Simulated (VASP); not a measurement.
# C: single point with SCAN

The system is C.

```xyz
4
Lattice="2.4610 0.0000 0.0000 -1.2305 2.1313 0.0000 0.0000 0.0000 7.3788" Properties=species:S:1:pos:R:3 pbc="T T T"
C     0.0000    0.0000    1.8447
C     0.0000    1.4209    1.8447
C     0.0000    0.0000    5.5341
C     1.2305    0.7104    5.5341
```

The cell was built by a generator and needn't be a form met in nature.

* Program: VASP 6.6.1
* Task: single point
* Functional: SCAN
* Potentials or basis: VASP PAW PBE potentials, release 64 (C)
* Cutoff: 520 eV
* k mesh: 16 × 16 × 4
* Occupations: fermi-dirac, width 0.05 eV
* Spin: no spin polarisation
* Further INCAR settings: ALGO = Normal; EDIFF = 1e-07

| Quantity | Value |
| --- | --- |
| Pressure | -2.7 GPa |
| Band gap on the k mesh | 0.87 eV, direct |

Stress tensor (GPa, compression positive):
```
-3.59  0.00  0.00
 0.00 -3.59  0.00
 0.00  0.00 -0.92
```

Levels at points of the mesh, in eV from the valence-band top:
| k point | band 4 | band 5 | band 6 | band 7 | band 8 | band 9 | band 10 | band 11 | band 12 |
| --- | --- | --- | --- | --- | --- | --- | --- | --- | --- |
| (0.00, 0.00, 0.00) | -7.03 | -2.99 | -2.99 | -2.98 | -2.98 | 3.91 | 9.05 | 9.26 | 9.27 |
| (0.50, 0.00, 0.00) | -13.61 | -6.48 | -6.46 | -2.35 | -1.93 | 1.98 | 2.48 | 8.08 | 8.28 |
| (0.00, 0.00, 0.50) | -7.70 | -2.98 | -2.98 | -2.98 | -2.98 | 5.98 | 5.98 | 9.28 | 9.28 |
| (0.50, 0.00, 0.50) | -13.63 | -6.47 | -6.47 | -2.12 | -2.12 | 2.14 | 2.14 | 8.18 | 8.18 |

Wall time 2.8 min on 1 thread of Intel(R) Xeon(R) Platinum 8488C (Sapphire Rapids) (shared host), peak memory 0.17 GiB.

Caveat: the PAW data sets were made with another functional, which shifts forces and pressure a little. SCAN opens gaps a little over a GGA but as a rule still falls short of measured ones.
